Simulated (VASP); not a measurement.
Given:

```xyz
2
Lattice="0.0000 2.1200 2.1200 2.1200 0.0000 2.1200 2.1200 2.1200 0.0000" Properties=species:S:1:pos:R:3 pbc="T T T"
Ti     0.0000     0.0000     0.0000
N      2.1200     2.1200     2.1200
```

Level of theory: PBE GGA, VASP's PBE PAW potentials (set 64) (plane waves; VASP). Numerical set-up: EDIFF = 1E-3, 520 eV cut-off, 13×13×13 Γ-centred mesh, first-order Methfessel-Paxton smearing of 0.10 eV, potentials Ti_sv N.

Problem. Give the stress tensor in GPa (positive for a compressed cell).

Solution. 
```
1.97  0.00  0.00
0.00  1.97  0.00
0.00  0.00  1.97
```
The pressure is its mean diagonal, 1.97 GPa.

The compound is TiN in the rock salt structure. The cell was not relaxed at this level. The run is one of a series of settings (EDIFF = 1E-3 against the base run), some of them coarse on purpose. The electron count is odd and the run is not spin-polarised, which forces a metal.
